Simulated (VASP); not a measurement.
Input:

```
GaN
1.0
    0.00000     2.06006     2.06006
    2.06006     0.00000     2.06006
    2.06006     2.06006     0.00000
Ga N
1 1
Direct
  0.00000   0.00000   0.00000
  0.50000   0.50000   0.50000
```

Method: PBEsol GGA, VASP's PBE PAW potentials (set 64) (plane waves; VASP). Run with 620 eV cut-off, 11×11×11 Γ-centred mesh, Gaussian smearing of 0.050 eV, potentials Ga_d N.

Problem. What does the run give for the energy per atom (σ→0), pressure?

Solution. 
```yaml
energy per atom (σ→0): -6091 meV/atom
pressure: 19.94 GPa
```

Total energies compare only between runs with the same potentials, cut-off and functional.

The structure was generated: GaN was put into the rock salt type (Fm-3m), which need not be its known phase. It was relaxed first under an external pressure of 20 GPa.
